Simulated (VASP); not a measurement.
Input of a VASP 6.6.1 run:

INCAR

```
ALGO     = Normal         # electronic algorithm
EDIFF    = 1E-7           # SCF threshold, eV
ENCUT    = 520            # plane-wave cutoff, eV
GGA      = PS             # functional
ISIF     = 2              # what is computed and relaxed
ISMEAR   = 0              # smearing method
KPAR     = 2            
LASPH    = True           # aspherical terms in the spheres
LCHARG   = False          # write CHGCAR
LREAL    = False          # projectors in reciprocal space
LWAVE    = False          # write WAVECAR
NELM     = 100            # most SCF steps
PREC     = Accurate       # precision mode
SIGMA    = 0.02           # smearing width, eV
```

Contents of KPOINTS:

```
k-points
0
Gamma
  3 3 2
```

File POSCAR:

```
AlGa3Sb4                                
1.0
   -0.0000000000     -3.1237497826     -3.1237497826
    3.0248308449      6.1571138085     -3.0333640360
    6.0199831575     -3.0536680616      3.0536680617
  Ga              Al              Sb            
     3     1     4
Direct
     0.7502745095028834    0.5005490190057686    0.2518384183841822
     0.5001364350264186    0.0002728700528387    0.5008965454472926
     0.2497971929488479    0.4995943858976916    0.7503055687332125
     0.0001947522937359    0.0003895045874790    0.0012641112514917
     0.8114613259983102    0.6229226519966010    0.9364337696879880
     0.5626681773393379    0.1253363546786778    0.1875290904109259
     0.3129016471081545    0.6258032942163158    0.4369497829272009
     0.0625659597823115    0.1251319195646270    0.6847827131577061
```

File KPOINTS_OPT:

```
path GYFLI,I1ZF1,YX1,XGN,MG
20
line-mode
reciprocal
 0.0000000000  0.0000000000  0.0000000000  G
 0.0000000000 -0.5000000000  1.0000000000  Y

 0.0000000000 -0.5000000000  1.0000000000  Y
 0.0000000000  0.2031250032  1.2812500004  F

 0.0000000000  0.2031250032  1.2812500004  F
 0.0000000000 -0.5000000000  0.5000000000  L

 0.0000000000 -0.5000000000  0.5000000000  L
 0.4687499998 -0.7343749999  0.5000000000  I

 0.5312500002 -0.2656250001 -0.5000000000  I1
 0.0000000000  0.0000000000 -0.5000000000  Z

 0.0000000000  0.0000000000 -0.5000000000  Z
 0.0000000000 -1.2031250032 -0.2812500004  F1

 0.0000000000 -0.5000000000  1.0000000000  Y
 0.3124999984 -0.6562499992  1.0000000000  X1

 0.6875000016 -0.3437500008  0.0000000000  X
 0.0000000000  0.0000000000  0.0000000000  G

 0.0000000000  0.0000000000  0.0000000000  G
 0.5000000000 -0.5000000000  0.5000000000  N

 0.5000000000 -0.5000000000  0.0000000000  M
 0.0000000000  0.0000000000  0.0000000000  G
```

Potentials or basis: VASP PAW PBE potentials, release 64 (Ga_d, Al, Sb).

Launch:

```bash
$ cat potpaw_PBE.64/Ga_d/POTCAR potpaw_PBE.64/Al/POTCAR potpaw_PBE.64/Sb/POTCAR > POTCAR
$ mpirun -np 2 vasp_std > vasp.out
```

Task: What does it give for the largest force?

Result: 0.005 eV/Å.

Task: What does it give for the band gap on the k mesh?

Result: 0.08 eV, direct.

Task: What does it give for the pressure?

Result: 0.0 GPa.

Forces in eV/Å, atoms in the order of the input:
```
Ga   0.005  0.000  0.000
Ga   0.000  0.002 -0.002
Ga   0.000 -0.001  0.001
Al  -0.003  0.001 -0.001
Sb   0.001 -0.001  0.001
Sb  -0.003  0.001 -0.001
Sb   0.002 -0.001  0.001
Sb  -0.002 -0.002  0.002
```

Caveat: the k mesh is coarse (spacing up to 0.50 Å⁻¹), so the values aren't converged; the PAW data sets were made with another functional, which shifts forces and pressure a little; spin-orbit coupling is left out, which moves the levels of the heavy elements. PBEsol gaps usually lie below the measured ones, often by a third to a half.
